A PBE band structure is cheap, so its levels can be had at every k point, while a G0W0 correction costs far more. Suppose that both are known at eight points of a mesh for aluminium nitride. Can the correction at two further points then be forecast, or at least replaced by one rigid upward shift of all empty levels?

One-shot G0W0 on PBE levels for AlN (P6_3mc, 4 atoms), calculated with VASP 6.6.1 and the PAW potentials Al_GW and N_GW, without spin–orbit coupling. The run uses a 5×5×3 k mesh, 266 bands, 48 frequency points and cutoffs of 500 eV for the plane waves and 150 eV for the response function. Each column of levels counts from its own highest filled level.

| row | state k a (reciprocal cell vector) | state k b (reciprocal cell vector) | state k c (reciprocal cell vector) | state band | state start level (eV) | state corrected level (eV) | state weight z |
| --- | --- | --- | --- | --- | --- | --- | --- |
| 1 | 0.000 | 0.000 | 0.000 | top filled | 0.000 | 0.000 | 0.779 |
| 2 | 0.000 | 0.000 | 0.000 | first empty | 4.219 | 5.837 | 0.810 |
| 3 | 0.200 | 0.000 | 0.000 | top filled | -0.260 | -0.292 | 0.776 |
| 4 | 0.200 | 0.000 | 0.000 | first empty | 5.832 | 7.551 | 0.801 |
| 5 | 0.400 | 0.000 | 0.000 | top filled | -0.605 | -0.700 | 0.775 |
| 6 | 0.400 | 0.000 | 0.000 | first empty | 6.004 | 7.546 | 0.818 |
| 7 | 0.200 | 0.200 | 0.000 | top filled | -0.891 | -1.003 | 0.774 |
| 8 | 0.200 | 0.200 | 0.000 | first empty | 6.690 | 8.223 | 0.812 |
| 9 | 0.400 | 0.200 | 0.000 | top filled | -1.753 | -1.977 | 0.771 |
| 10 | 0.400 | 0.200 | 0.000 | first empty | 5.393 | 6.804 | 0.820 |
| 11 | 0.000 | 0.000 | 0.333 | top filled | -0.349 | -0.411 | 0.777 |
| 12 | 0.000 | 0.000 | 0.333 | first empty | 5.659 | 7.379 | 0.802 |
| 13 | 0.200 | 0.000 | 0.333 | top filled | -0.597 | -0.691 | 0.776 |
| 14 | 0.200 | 0.000 | 0.333 | first empty | 6.248 | 7.931 | 0.802 |
| 15 | 0.400 | 0.000 | 0.333 | top filled | -0.974 | -1.104 | 0.773 |
| 16 | 0.400 | 0.000 | 0.333 | first empty | 5.214 | 6.704 | 0.820 |
| 17 | ? | ? | ? | top filled | ? | ? | ? |
| 18 | ? | ? | ? | first empty | ? | ? | ? |
| 19 | ? | ? | ? | top filled | ? | ? | ? |
| 20 | ? | ? | ? | first empty | ? | ? | ? |

The start level is PBE and the corrected level is G0W0. Both have their zero at the highest filled level, which lies at the zone centre Γ. A "rise" or "sinking" below is therefore the change measured from that level. In the known rows the filled levels below the top sink by 12 to 18% of their PBE depth, and the empty levels rise by 1.41 to 1.72 eV.

The reason why a single shift can't serve every state lies in what G0W0 replaces. PBE gives each electron the same local exchange–correlation potential, whatever the shape of its orbital. G0W0 puts a non-local self-energy in its place, whose effect on a level depends on the shape of the orbital, partly through its overlap with the filled states. To first order the correction is the difference between the two, averaged over the orbital and multiplied by the weight Z, which allows for the self-energy's dependence on energy. Z differs by only about 2% among the known empty states, so their differences must come mainly from the average over the orbital.

The helium atom shows this in its simplest form. An excited electron in 2s exchanges more strongly with the remaining 1s electron than one in 2p does, because 2s has more amplitude where 1s lives. The analogy ends there: in a crystal the exchange is screened, and helium can't tell which empty state of AlN rises more.

For filled states theory does suggest a direction. Deeper valence states tend to overlap more with the other filled states, so non-local exchange should lower them further, though screening weakens the effect. The known rows agree, since the sinking grows with depth. Simple proportionality is an empirical choice, and the fit puts it at about 13% of the PBE depth.

For empty states energy is a poor guide, and the position in the zone is a better one. Near the hexagonal axis, leaving out Γ, the mean rise is 1.71 eV; far from it the mean is 1.49 eV. The states may differ in shape between the two regions, though the levels alone don't test this. An s-like shape can't be the whole reason for the large rise near the axis, because the s-like state at Γ itself rises about 0.1 eV less than its neighbours, and less than the model below gives.

That model needs a function that repeats from zone to zone and keeps the hexagonal symmetry. The simplest smooth one within the plane is h = [3 − cos 2πa − cos 2πb − cos 2π(a + b)]/4.5, where a and b are the first two k components. It is 0 on the axis and 1 at the zone corner K. A fit to the 16 known rows, with one constant for the filled levels and two for the empty ones, gives a rise of 1.715 − 0.258 h in eV.

Symmetry leaves two points of the mesh, (0.2, 0.2, 1/3) for rows 17 and 18 and (0.4, 0.2, 1/3) for rows 19 and 20. For row 20, which is outside the fit, the three cosines are −0.81, 0.31 and −0.81. Hence h = 4.31/4.5 = 0.96, and the rise is 1.715 − 0.258 × 0.96 = 1.47 eV.

The forecasts take the PBE levels at these points as input:

- Rows 17 and 19, top filled: sink by about 13% of their PBE depth, ±0.03 eV.
- Row 18, first empty: rises by 1.53 ± 0.15 eV.
- Row 20, first empty: rises by 1.47 ± 0.15 eV.

The bars for the empty levels are wider than the scatter of the fit, because the model ignores k along the axis, where another band may become the first empty one.

The withheld rows as computed:

| row | state k a (reciprocal cell vector) | state k b (reciprocal cell vector) | state k c (reciprocal cell vector) | state band | state start level (eV) | state corrected level (eV) | state weight z |
| --- | --- | --- | --- | --- | --- | --- | --- |
| 17 | 0.200 | 0.200 | 0.333 | top filled | -0.669 | -0.763 | 0.776 |
| 18 | 0.200 | 0.200 | 0.333 | first empty | 6.662 | 8.313 | 0.806 |
| 19 | 0.400 | 0.200 | 0.333 | top filled | -0.896 | -1.013 | 0.774 |
| 20 | 0.400 | 0.200 | 0.333 | first empty | 5.934 | 7.462 | 0.815 |

All four results fall within their bars, but they don't support the model equally. The filled levels sink by 0.094 and 0.117 eV, each within 0.005 eV of the forecast. The empty levels rise by 1.65 and 1.53 eV, both more than forecast.

For these two empty levels a rigid shift of 1.59 eV does better overall: it misses each by 0.06 eV, while the model misses row 18 by 0.12 eV and row 20 by 0.06 eV. The neglected direction shows why the model fell short. Rows 8 and 18 differ only in k along the axis, as do rows 10 and 20, and in both pairs the rise is 0.12 eV larger off the central plane. The effect isn't uniform: from row 4 to row 14 and from row 6 to row 16 the rise becomes smaller instead, by 0.04 and 0.05 eV. In all four pairs Z moves the opposite way to the rise. That fits a change in the character of the state, but doesn't prove it.

The printed analysis below gives both fits in full. For this run, which is not converged in bands, cutoffs and k mesh, they suggest a working rule: stretch the PBE depth of the top filled band by about 13%, but calculate G0W0 explicitly at any conduction valley that matters. The lowest side-valley point on this mesh moves from 0.995 to 0.867 eV above the Γ minimum, a change that a rigid shift would miss entirely.

Numerical output:

```
smallest rise of a known first empty level, eV: 1.411
largest rise of a known first empty level, eV: 1.72
opening of the gap at Gamma, eV: 1.618
mean rise near the axis without Gamma, eV: 1.707
mean rise far from the axis, eV: 1.494
correlation of rise with PBE level, known first empty: 0.0901
correlation of rise with weight Z, known first empty: -0.9511
spread of Z, largest over smallest, percent: 2.372
spread of rise, largest over smallest, percent: 21.9
smallest sinking of known filled levels, percent of PBE depth: 12.31
largest sinking of known filled levels, percent of PBE depth: 17.77
fit of shift on 16 rows: coefficient of c_one 1.715 +/- 0.026, coefficient of c_harm -0.2579 +/- 0.043, coefficient of v_depth 0.1332 +/- 0.018; rms 0.0388, worst 2 0.0969, leave-one-out rms 0.0542
  rows outside the fit (model, value, miss): 17 -0.08908, -0.094, 0.00492; 18 1.532, 1.651, -0.119; 19 -0.1193, -0.117, -0.00231; 20 1.468, 1.528, -0.0601
fit of shift on 16 rows: coefficient of c_one 1.589 +/- 0.04; rms 0.11, worst 9 0.224, leave-one-out rms 0.117
  rows outside the fit (model, value, miss): 17 0, -0.094, 0.094; 18 1.589, 1.651, -0.0615; 19 0, -0.117, 0.117; 20 1.589, 1.528, 0.0615
rms miss of the model, known first empty levels, eV: 0.054
rms miss of the model, known filled levels below the top, eV: 0.01069
forecast corrected level of the withheld rows, eV: -0.7581, 8.194, -1.015, 7.402
lowest known side valley above Gamma minimum in PBE, eV: 0.995
lowest known side valley above Gamma minimum in G0W0, eV: 0.867
```
